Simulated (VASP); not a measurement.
Here is the system:

```xyz
2
Lattice="3.4343 0.0000 0.0000 -1.7171 2.9742 0.0000 0.0000 0.0000 4.6650" Properties=species:S:1:pos:R:3 pbc="T T T"
Mg     0.0000     0.0000     0.0000
Sn     1.7171     0.9914     2.3325
```

Computed with PBEsol GGA with spin-orbit coupling, VASP's PBE PAW potentials (set 64) (plane waves; VASP). Numerical set-up: 400 eV cut-off, 11×11×7 Γ-centred mesh, Gaussian smearing of 0.050 eV, potentials Mg Sn_d.

Task: What does the run give for the energy per atom (σ→0), band gap (over mesh and band path) with the smallest direct gap where there is one?

Result: 
```yaml
band gap (over mesh and band path): none (metal, semimetal or under 0.01 eV)
energy per atom (σ→0): -3112 meV/atom
```

The structure comes from a computed database's MgSn entry (P-6m2); how it stands against other phases isn't given here. It was relaxed first.
